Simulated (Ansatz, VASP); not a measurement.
# C214N in two plane-wave programs

Aim: how closely do two programs agree when they are given the same cell, functional and k mesh? The cell is taken from a series of runs on this material, whose earlier steps may have relaxed, scaled, displaced or heated it; both programs get it as it stands.

Method: plane waves, with VASP 6.6.1 beside it; single point at PBE, in Ansatz 0.2.0.

## 1. Starting point

The cell holds 215 atoms: 214 C and 1 N. Cell: a = 10.715 Å, b = 10.715 Å, c = 10.715 Å, α = 90.0°, β = 90.0°, γ = 90.0°. It derives from C (C (Fd-3m)). Nearest the centre at fractional (0.375, 0.375, 0.375): N215 at 0.89 Å, C31 at 1.93 Å, C16 at 1.93 Å, C78 at 1.93 Å, C105 at 2.07 Å, C107 at 2.07 Å, C106 at 2.07 Å, C36 at 2.62 Å. The cell carries charge −1.

## 2. Ansatz: single point, PBE

Ansatz runs on its default PAW (the set named soft_2) files.

With cell and atoms fixed, the geometry can't cause a difference; cores, projectors, grids and the points listed under the comparison can.

Contents of input.yaml:

```yaml
crystal:
  lattice:
    - [10.71468701, 0.0, 0.0]
    - [0.0, 10.71468701, 0.0]
    - [0.0, 0.0, 10.71468701]
  atoms:
    - { symbol: C, position: [0.00010170884, -0.00017708379, -8.811249e-05] }
    - { symbol: C, position: [-0.0001560873, 0.16638333538, 0.16647215279] }
    - { symbol: C, position: [0.16666171808, -0.00043534574, 0.16647213934] }
    - { symbol: C, position: [0.16666172391, 0.16638322836, -0.00034607654] }
    - { symbol: C, position: [0.08337697489, 0.08309840419, 0.08318736514] }
    - { symbol: C, position: [0.08299740127, 0.2495899435, 0.24967884415] }
    - { symbol: C, position: [0.24986862592, 0.08271735282, 0.24967813865] }
    - { symbol: C, position: [0.24986852877, 0.2495893292, 0.08280696024] }
    - { symbol: C, position: [4.949793e-05, -0.00022939819, 0.33326270084] }
    - { symbol: C, position: [0.00035472884, 0.16668079569, 0.49980903049] }
    - { symbol: C, position: [0.16695940981, 7.470921e-05, 0.49980977427] }
    - { symbol: C, position: [0.16598218014, 0.16570128064, 0.33291231373] }
    - { symbol: C, position: [0.08324992249, 0.08296989062, 0.4164830544] }
    - { symbol: C, position: [0.08444207069, 0.25017380735, 0.58248763909] }
    - { symbol: C, position: [0.25045219695, 0.08416192771, 0.58248787732] }
    - { symbol: C, position: [0.25079377738, 0.25051754212, 0.41341408261] }
    - { symbol: C, position: [0.0002935706, 1.461403e-05, 0.66657396947] }
    - { symbol: C, position: [0.0002630416, 0.16661639844, 0.83313826189] }
    - { symbol: C, position: [0.16689507235, -1.564309e-05, 0.83313830701] }
    - { symbol: C, position: [0.16723558262, 0.16695604586, 0.66619810732] }
    - { symbol: C, position: [0.0836939484, 0.08341520853, 0.74972283377] }
    - { symbol: C, position: [0.08351772323, 0.24986755913, 0.91645235857] }
    - { symbol: C, position: [0.25014612944, 0.08323887898, 0.91645231144] }
    - { symbol: C, position: [0.25062418919, 0.25034512708, 0.74942401615] }
    - { symbol: C, position: [4.989714e-05, 0.33317371782, -0.00014013187] }
    - { symbol: C, position: [0.00035490984, 0.49972012836, 0.16677004732] }
    - { symbol: C, position: [0.16598275832, 0.33282377414, 0.16579176239] }
    - { symbol: C, position: [0.16695980022, 0.49972058511, 0.00016427111] }
    - { symbol: C, position: [0.08325039206, 0.41639391458, 0.08305989997] }
    - { symbol: C, position: [0.08444232213, 0.5823983973, 0.25026289346] }
    - { symbol: C, position: [0.25079645098, 0.41332400431, 0.25060859537] }
    - { symbol: C, position: [0.25045263197, 0.58239854669, 0.08425201851] }
    - { symbol: C, position: [0.00012782124, 0.33319581903, 0.33328477335] }
    - { symbol: C, position: [0.00031790263, 0.49990338367, 0.49999206939] }
    - { symbol: C, position: [0.16830219481, 0.33414697227, 0.49870488208] }
    - { symbol: C, position: [0.16830229228, 0.49861605688, 0.33423575969] }
    - { symbol: C, position: [0.0839344379, 0.41653263972, 0.41662115829] }
    - { symbol: C, position: [0.08345299927, 0.58332578294, 0.58341459587] }
    - { symbol: C, position: [0.25136771268, 0.41792529558, 0.58241839646] }
    - { symbol: C, position: [0.25136698438, 0.58233015241, 0.41801445] }
    - { symbol: C, position: [0.00053632095, 0.33339796701, 0.66634870678] }
    - { symbol: C, position: [4.034719e-05, 0.4998346544, 0.83357414947] }
    - { symbol: C, position: [0.16692426645, 0.33328757438, 0.83315975224] }
    - { symbol: C, position: [0.16604201418, 0.49968073839, 0.66743768228] }
    - { symbol: C, position: [0.08320227891, 0.41673163266, 0.75033056964] }
    - { symbol: C, position: [0.0835995438, 0.58320745608, 0.91681867265] }
    - { symbol: C, position: [0.25026892487, 0.41655682076, 0.9166096176] }
    - { symbol: C, position: [0.25019362312, 0.58330323449, 0.75012544624] }
    - { symbol: C, position: [0.00029371243, 0.66648490872, 0.00010376738] }
    - { symbol: C, position: [0.00026325431, 0.83304911911, 0.16670535341] }
    - { symbol: C, position: [0.16723567739, 0.66610900694, 0.167045523] }
    - { symbol: C, position: [0.16689518201, 0.83304896887, 7.338669e-05] }
    - { symbol: C, position: [0.08369421117, 0.74963353398, 0.08350424366] }
    - { symbol: C, position: [0.08351769496, 0.91636311314, 0.24995650054] }
    - { symbol: C, position: [0.25062431079, 0.74933476348, 0.25043443813] }
    - { symbol: C, position: [0.25014616526, 0.91636298408, 0.08332783581] }
    - { symbol: C, position: [0.00053645579, 0.66625974005, 0.33348693975] }
    - { symbol: C, position: [4.012162e-05, 0.83348517646, 0.49992369881] }
    - { symbol: C, position: [0.16604174116, 0.66734891335, 0.49977005161] }
    - { symbol: C, position: [0.16692434219, 0.83307081708, 0.33337670301] }
    - { symbol: C, position: [0.08320215212, 0.7502416636, 0.41682077844] }
    - { symbol: C, position: [0.08359931201, 0.91672940027, 0.58329662882] }
    - { symbol: C, position: [0.25019332102, 0.75003641329, 0.58339242029] }
[... 36 lines left out ...]
    - { symbol: C, position: [0.49889300756, 0.33414610494, 0.16811144543] }
    - { symbol: C, position: [0.50018104878, 0.49990301329, 0.00012872389] }
    - { symbol: C, position: [0.41680968542, 0.41653220753, 0.08374511635] }
    - { symbol: C, position: [0.41820265658, 0.5823280097, 0.25117940297] }
    - { symbol: C, position: [0.58260654338, 0.41792532093, 0.25117762691] }
    - { symbol: C, position: [0.58360412127, 0.58332549362, 0.08326343692] }
    - { symbol: "N", position: [0.32713544223, 0.32685260499, 0.32694280027] }
    - { symbol: C, position: [0.3271413084, 0.50697358987, 0.50706232142] }
    - { symbol: C, position: [0.50725048505, 0.32686433211, 0.50706237494] }
    - { symbol: C, position: [0.50725046706, 0.50697154531, 0.32695416242] }
    - { symbol: C, position: [0.41605310903, 0.58269989652, 0.58278861298] }
    - { symbol: C, position: [0.58297790098, 0.41577438483, 0.58278861418] }
    - { symbol: C, position: [0.58297917239, 0.58270008763, 0.41586263477] }
    - { symbol: C, position: [0.33405645742, 0.33377845428, 0.66585225573] }
    - { symbol: C, position: [0.3335938855, 0.4998873811, 0.83327636394] }
    - { symbol: C, position: [0.5001658842, 0.3333152358, 0.83327663437] }
    - { symbol: C, position: [0.49992093926, 0.49964244927, 0.66609919086] }
    - { symbol: C, position: [0.41694061294, 0.41666220828, 0.74954695413] }
    - { symbol: C, position: [0.41686777077, 0.58312063953, 0.91675548101] }
    - { symbol: C, position: [0.58339917356, 0.41658931309, 0.91675559177] }
    - { symbol: C, position: [0.58325281019, 0.58297433908, 0.74970685836] }
    - { symbol: C, position: [0.33367672266, 0.66625951099, 0.00034672835] }
    - { symbol: C, position: [0.33356631215, 0.83307073972, 0.16673450565] }
    - { symbol: C, position: [0.4999589536, 0.66734834713, 0.16585270303] }
    - { symbol: C, position: [0.5001133375, 0.83348482572, -0.00014978839] }
    - { symbol: C, position: [0.41701023412, 0.75024154304, 0.08301264589] }
    - { symbol: C, position: [0.4168353645, 0.91652031025, 0.25007920372] }
    - { symbol: C, position: [0.58358232345, 0.75003629267, 0.25000420296] }
    - { symbol: C, position: [0.58348653334, 0.91672924086, 0.08340946249] }
    - { symbol: C, position: [0.33405683637, 0.66576301005, 0.33386751948] }
    - { symbol: C, position: [0.33359381586, 0.83318726534, 0.49997625332] }
    - { symbol: C, position: [0.49992144099, 0.66601050534, 0.49973107216] }
    - { symbol: C, position: [0.50016596048, 0.83318733308, 0.33340418628] }
    - { symbol: C, position: [0.41694089011, 0.74945790585, 0.41675094376] }
    - { symbol: C, position: [0.41686760107, 0.91666619264, 0.58320972432] }
    - { symbol: C, position: [0.58325295135, 0.74961795757, 0.58306327937] }
    - { symbol: C, position: [0.58339910319, 0.91666649073, 0.41667820071] }
    - { symbol: C, position: [0.33381693344, 0.6674810182, 0.66756994036] }
    - { symbol: C, position: [0.33360535073, 0.83351550933, 0.83360478159] }
    - { symbol: C, position: [0.50017482791, 0.66659054151, 0.83336691342] }
    - { symbol: C, position: [0.50017483962, 0.83327801926, 0.66667951514] }
    - { symbol: C, position: [0.41676313518, 0.7504044269, 0.75049342162] }
    - { symbol: C, position: [0.4168637745, 0.91666423782, 0.91675351452] }
    - { symbol: C, position: [0.58354841832, 0.7499408236, 0.91664667617] }
    - { symbol: C, position: [0.58354829879, 0.91655792509, 0.75002967171] }
    - { symbol: C, position: [0.66676372692, 1.465841e-05, 0.00010352484] }
    - { symbol: C, position: [0.66638749596, 0.1669567324, 0.16704536348] }
    - { symbol: C, position: [0.83332832425, -1.567483e-05, 0.16670541599] }
    - { symbol: C, position: [0.83332818352, 0.16661654646, 7.3237e-05] }
    - { symbol: C, position: [0.74991266889, 0.08341529763, 0.08350412549] }
    - { symbol: C, position: [0.74961325019, 0.25034575246, 0.25043456689] }
    - { symbol: C, position: [0.9166424189, 0.08323909679, 0.24995669389] }
    - { symbol: C, position: [0.9166423149, 0.24986786332, 0.08332807335] }
    - { symbol: C, position: [0.66653835231, 0.00025737583, 0.33348720868] }
    - { symbol: C, position: [0.66762572548, 0.16576452941, 0.49976935902] }
    - { symbol: C, position: [0.83376381172, -0.00023820805, 0.49992369369] }
    - { symbol: C, position: [0.8333498087, 0.16664570881, 0.3333767565] }
    - { symbol: C, position: [0.75052023323, 0.08292411091, 0.41682062469] }
    - { symbol: C, position: [0.75031481298, 0.24991558188, 0.58339212766] }
    - { symbol: C, position: [0.91700857153, 0.08332090346, 0.58329641436] }
    - { symbol: C, position: [0.91679973902, 0.24999017388, 0.41664565674] }
    - { symbol: C, position: [0.66688484357, -0.00015162928, 0.66669515577] }
    - { symbol: C, position: [0.66681076272, 0.16661363393, 0.833470078] }
    - { symbol: C, position: [0.83349540742, -7.092687e-05, 0.8333056668] }
    - { symbol: C, position: [0.83365992599, 0.16661380209, 0.66662066249] }
    - { symbol: C, position: [0.75018173555, 0.08330541036, 0.74999198571] }
    - { symbol: C, position: [0.75002021009, 0.24990206471, 0.91687729373] }
    - { symbol: C, position: [0.91679551752, 0.08326399414, 0.91660570896] }
    - { symbol: C, position: [0.91706707484, 0.24990207239, 0.74983044684] }
    - { symbol: C, position: [0.66653850923, 0.3333982894, 0.00034624201] }
    - { symbol: C, position: [0.66762714566, 0.49968065734, 0.16585220088] }
    - { symbol: C, position: [0.83334974893, 0.33328796559, 0.16673449152] }
    - { symbol: C, position: [0.83376420878, 0.49983467494, -0.00014949663] }
    - { symbol: C, position: [0.75052072429, 0.41673187556, 0.08301234735] }
    - { symbol: C, position: [0.75031528154, 0.58330356935, 0.25000366482] }
    - { symbol: C, position: [0.91679978886, 0.41655681124, 0.25007913178] }
    - { symbol: C, position: [0.91700885143, 0.58320740473, 0.08340977643] }
    - { symbol: C, position: [0.6660402867, 0.33377833228, 0.3338668662] }
    - { symbol: C, position: [0.6662890206, 0.49964272413, 0.49973131943] }
    - { symbol: C, position: [0.83346639205, 0.33331516937, 0.49997610961] }
    - { symbol: C, position: [0.83346635779, 0.49988736204, 0.33340395598] }
    - { symbol: C, position: [0.74973626824, 0.41666208044, 0.41675103271] }
    - { symbol: C, position: [0.74989676897, 0.58297443648, 0.58306329736] }
    - { symbol: C, position: [0.91694553856, 0.41658928451, 0.58320958758] }
    - { symbol: C, position: [0.9169453982, 0.58312073377, 0.41667810632] }
    - { symbol: C, position: [0.66775906153, 0.33353864609, 0.66756951609] }
    - { symbol: C, position: [0.6668692378, 0.49989637468, 0.8333671593] }
    - { symbol: C, position: [0.83379441166, 0.33332690664, 0.83360468283] }
    - { symbol: C, position: [0.83355698873, 0.49989639305, 0.6666796913] }
    - { symbol: C, position: [0.75068300966, 0.416484571, 0.75049344787] }
    - { symbol: C, position: [0.75021968656, 0.58326979031, 0.91664692873] }
    - { symbol: C, position: [0.91694372664, 0.41658521563, 0.91675380122] }
    - { symbol: C, position: [0.91683677719, 0.58326988076, 0.75002990672] }
    - { symbol: C, position: [0.66688502092, 0.66660633371, -6.282469e-05] }
    - { symbol: C, position: [0.6668108557, 0.83338117046, 0.16670251284] }
    - { symbol: C, position: [0.83366043152, 0.66653184201, 0.16670253957] }
    - { symbol: C, position: [0.83349549522, 0.83321668143, 1.807663e-05] }
    - { symbol: C, position: [0.75018206026, 0.74990303197, 0.08339440508] }
    - { symbol: C, position: [0.75002043532, 0.91678830155, 0.24999085453] }
    - { symbol: C, position: [0.9170673499, 0.74974151673, 0.24999083455] }
    - { symbol: C, position: [0.91679571745, 0.91651662736, 0.08335288873] }
    - { symbol: C, position: [0.66776013929, 0.66748132461, 0.33362746851] }
    - { symbol: C, position: [0.66686933219, 0.83327805548, 0.49998532682] }
    - { symbol: C, position: [0.8335568995, 0.66659075707, 0.49998516605] }
    - { symbol: C, position: [0.83379445815, 0.83351594781, 0.33341573424] }
    - { symbol: C, position: [0.75068329766, 0.75040482907, 0.41657339611] }
    - { symbol: C, position: [0.75021943961, 0.91655801896, 0.58335873942] }
    - { symbol: C, position: [0.91683667145, 0.74994084573, 0.5833587731] }
    - { symbol: C, position: [0.91694331728, 0.91666492635, 0.41667416307] }
    - { symbol: C, position: [0.6666851679, 0.66640661482, 0.66649548626] }
    - { symbol: C, position: [0.66683334596, 0.83320474371, 0.8332934742] }
    - { symbol: C, position: [0.833483388, 0.66655481391, 0.83329363344] }
    - { symbol: C, position: [0.83348333126, 0.8332045661, 0.66664371232] }
    - { symbol: C, position: [0.75010526636, 0.74982659404, 0.74991552713] }
    - { symbol: C, position: [0.75015032952, 0.91659922588, 0.91668807806] }
    - { symbol: C, position: [0.91687802097, 0.74987161153, 0.91668822124] }
    - { symbol: C, position: [0.91687800061, 0.9165990974, 0.74996061002] }
  host:
    repeats: [3, 3, 3]
    atoms:
      - { symbol: C, position: [0.0, 0.0, 0.0] }
      - { symbol: C, position: [0.0, 0.5, 0.5] }
      # ... 6 more atoms of the perfect host
total_charge: -1
basis:
  ecutwfc: 420
  xc_grid: 2
hamiltonian:
  xc: pbe
kpoints:
  mp_grid: { grid: [1, 1, 1] }
magnetization:
  spin_polarized: true
  initial_magnetization: 2
  spin_locking: { lock_magnetization: hard }
scf:
  occupations: { method: fermi_dirac, width: 0.01 }
  max_iter: 60
  n_extra_bands: 16
  lower_state_search: "off"
output:
  forces: true
checkpoint:
  read: "../exc.ground.qm1_M2.run"
  write: "../exc0_qm1_M2.ground.l0.5.run"
  compress: false
  write_wavefunctions: false
  write_every: 100000
```

On the command line:

```console
> ansatz run input.yaml --threads 12 --pin off --max-ram 56524MiB --backend cuda --events-out ev --progress --plain --runs-dir out
```

What it wrote:

```text
Warning: the atoms were moved onto the symmetric positions of the space group found under crystal.symmetry.tolerance 1.0e-5 (fractional; no operation is sought that the atoms, as they stand in a round [...]
Warning: the band count 448 (scf.n_extra_bands) hosts the net moment |M| = 2.0000 μB (N_el = 862) but caps the reachable moment at 2·n_bands − N_el = 34.0000 μB, below the 647 bands that the automatic [...]
Warning: checkpoint.read: the run can stay near the saved state's solution: 215 site(s) moved relative to the saved geometry (max |Δs| = 2.743e-3 fractional); the SCF starts from the saved state under [...]
[...]
SCF 1 converged in 7 iterations: F = -54034.262774 eV  dr2 = 7.55e-9
[...]
SCF converged after 7 iterations
[...]
```

[end of part 1 of 2]

[Lines on the potential files, build, host, timing and source positions are cut from VASP's logs without a mark.]

[Logs are printed without paths, hosts, clocks, repeated set-up lines and the standing remarks that a program may print on its own settings, such as how far it seeks lower states.]

[Hosts, paths, dates, database ids (printed as entryN), source tags and the programs' standing remarks are cut or masked in the printed files.]
